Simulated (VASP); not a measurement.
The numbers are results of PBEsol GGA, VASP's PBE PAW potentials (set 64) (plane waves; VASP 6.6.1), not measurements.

Input for VASP

### KPOINTS
```
kpoints
0
G
  7 7 4
0 0 0
```

POSCAR:
```
ZnS
1
    3.7847007439     0.0000000000    -0.0000000000
   -1.8923503720     3.2776467459     0.0000000000
    0.0000000000    -0.0000000000     6.2014515939
Zn S
2 2
Direct
  0.3333330000   0.6666670000   0.0001236465
  0.6666670000   0.3333330000   0.5001236465
  0.3333330000   0.6666670000   0.3748763535
  0.6666670000   0.3333330000   0.8748763535
```

INCAR:
```
SYSTEM = ZnS
PREC = Accurate; ENCUT = 500; LREAL = .FALSE.
LASPH = .TRUE.
EDIFF = 1E-6; NELM = 100; ALGO = Normal
LMAXMIX = 4
ISMEAR = 0; SIGMA = 0.05
GGA = PS
IBRION = 2; NSW = 40; ISIF = 3
EDIFFG = -0.02
LWAVE = .FALSE.; LCHARG = .FALSE.
```

POTCAR, in this order: Zn S (PBE.64 set). Program: vasp_std.

The run wrote:

File OSZICAR:
```
       N       E                     dE             d eps       ncg     rms          rms(c)
DAV:   1     0.235593427034E+03    0.23559E+03   -0.17376E+04  1056   0.195E+03
DAV:   2     0.675448685959E+01   -0.22884E+03   -0.22274E+03  1092   0.377E+02
DAV:   3    -0.154396666176E+02   -0.22194E+02   -0.22109E+02  1260   0.120E+02
DAV:   4    -0.159728635249E+02   -0.53320E+00   -0.53232E+00  1278   0.192E+01
DAV:   5    -0.159827454749E+02   -0.98820E-02   -0.98802E-02  1274   0.258E+00    0.102E+01
DAV:   6    -0.151512864475E+02    0.83146E+00   -0.21924E+00  1468   0.477E+01    0.782E+00
DAV:   7    -0.151884323547E+02   -0.37146E-01   -0.20061E+00  1110   0.837E+00    0.327E+00
DAV:   8    -0.151662680309E+02    0.22164E-01   -0.99444E-02  1484   0.457E+00    0.106E+00
DAV:   9    -0.151656476071E+02    0.62042E-03   -0.24743E-02  1470   0.271E+00    0.260E-01
DAV:  10    -0.151657627044E+02   -0.11510E-03   -0.12418E-03  1250   0.417E-01    0.190E-01
DAV:  11    -0.151658834049E+02   -0.12070E-03   -0.22821E-04  1232   0.235E-01    0.679E-02
DAV:  12    -0.151658876256E+02   -0.42207E-05   -0.65783E-05  1314   0.117E-01    0.225E-02
DAV:  13    -0.151658885728E+02   -0.94716E-06   -0.41945E-06  1182   0.165E-02
   1 F= -.15165889E+02 E0= -.15165889E+02  d E =-.151659E+02
       N       E                     dE             d eps       ncg     rms          rms(c)
DAV:   1    -0.151684645546E+02   -0.25769E-02   -0.39424E-02  1242   0.369E+00    0.374E-01
DAV:   2    -0.151663313921E+02    0.21332E-02   -0.98867E-03  1218   0.241E+00    0.143E-01
DAV:   3    -0.151660931682E+02    0.23822E-03   -0.54941E-04  1226   0.171E-01    0.707E-02
DAV:   4    -0.151660191755E+02    0.73993E-04   -0.48980E-05  1246   0.540E-02    0.349E-02
DAV:   5    -0.151660068064E+02    0.12369E-04   -0.83979E-06  1388   0.665E-02    0.460E-03
DAV:   6    -0.151660071607E+02   -0.35429E-06   -0.84806E-06  1050   0.324E-02
   2 F= -.15166007E+02 E0= -.15166007E+02  d E =-.118588E-03
```

**OUTCAR**
```
------------------------ aborting loop because EDIFF is reached ----------------------------------------
  FORCE on cell =-STRESS in cart. coord.  units (eV):
  Direction    XX          YY          ZZ          XY          YZ          ZX
  --------------------------------------------------------------------------------------
  Total       -0.0096571     -0.0096571      0.0135140      0.0000000      0.0000000      0.0000000
  in kB       -0.2006113     -0.2006113      0.2807307      0.0000000      0.0000000      0.0000000
  external PRESSURE =      -0.0401640 kB  Pullay stress =       0.0000000 kB
  volume of cell :       77.13
      direct lattice vectors                 reciprocal lattice vectors
     3.787283283 -0.000000000  0.000000000     0.264041511  0.152444449  0.000000000
    -1.893641641  3.279883290  0.000000000     0.000000000  0.304888897  0.000000000
     0.000000000  0.000000000  6.208933542    -0.000000000 -0.000000000  0.161058255
  FREE ENERGIE OF THE ION-ELECTRON SYSTEM (eV)
  ---------------------------------------------------
  free  energy   TOTEN  =       -15.1660071607 eV

  energy  without entropy=      -15.1660071607  energy(sigma->0) =      -15.16600716

 reached required accuracy - stopping structural energy minimisation
```
(Selected blocks of OUTCAR.)

**CONTCAR**
```
ZnS
   1.00000000000000
     3.7872832828312739   -0.0000000000000394    0.0000000000000000
    -1.8936416414657049    3.2798832897211945    0.0000000000000000
     0.0000000000000000    0.0000000000000000    6.2089335415109561
  Zn              S
     2     2
Direct
     0.3333330000000032    0.6666669999999968    0.0002083676487554
     0.6666669999999968    0.3333330000000032    0.5002083676487554
     0.3333330000000032    0.6666669999999968    0.3747916323512446
     0.6666669999999968    0.3333330000000032    0.8747916323512446
```

The structure was generated: ZnS was put into the wurtzite type (P6_3mc), which need not be its known phase. This run relaxes it. Symmetry was kept, so distortions that lower it aren't found.
